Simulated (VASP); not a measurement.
AgI (zinc blende), at 0.96 of the tabulated volume:

```yaml
crystal:
  lattice:
    - [0.00000, 3.20608, 3.20608]
    - [3.20608, 0.00000, 3.20608]
    - [3.20608, 3.20608, 0.00000]
  atoms:
    - { symbol: Ag, position: [0.00000, 0.00000, 0.00000] }
    - { symbol: I, position: [0.25000, 0.25000, 0.25000] }
```

The lowest empty band near Γ, direction [111], from mBJ (TB09) with spin-orbit coupling in VASP (PAW); its two spin partners are averaged. The gap over the points computed is 2.48 eV, and the next band on that side lies 3.63 eV away at the edge.

Settings: 400 eV cut-off, 8×8×8 Γ-centred mesh, Gaussian smearing of 0.050 eV, potentials Ag I.

```json
[
 {"distance from the edge in k (1/Å)": "0.018", "distance in energy (meV)": "4.5"},
 {"distance from the edge in k (1/Å)": "0.025", "distance in energy (meV)": "8.8"},
 {"distance from the edge in k (1/Å)": "0.035", "distance in energy (meV)": "17.2"},
 {"distance from the edge in k (1/Å)": "0.050", "distance in energy (meV)": "34.8"},
 {"distance from the edge in k (1/Å)": "0.070", "distance in energy (meV)": "67.1"}
]
```

### Question
Fit E(1 + αE) = ħ²k²/2m* (ħ²/2m0 = 3.810 eV Å²) and predict the row at 0.095 1/Å.

### Answer
Least squares on the energies gives the electron mass m* = 0.269 m0 and α = 0.50 per eV, and so 120.5 meV. The run gave 120.3 meV, -0.2 meV from the fit.

Left out are points under 3 meV from the edge, since the levels carry 0.1 meV, and points farther than half the way to the next band.

The compound is AgI in the zinc blende structure, whereas wurtzite is the usual form. The cell was not relaxed at this level.
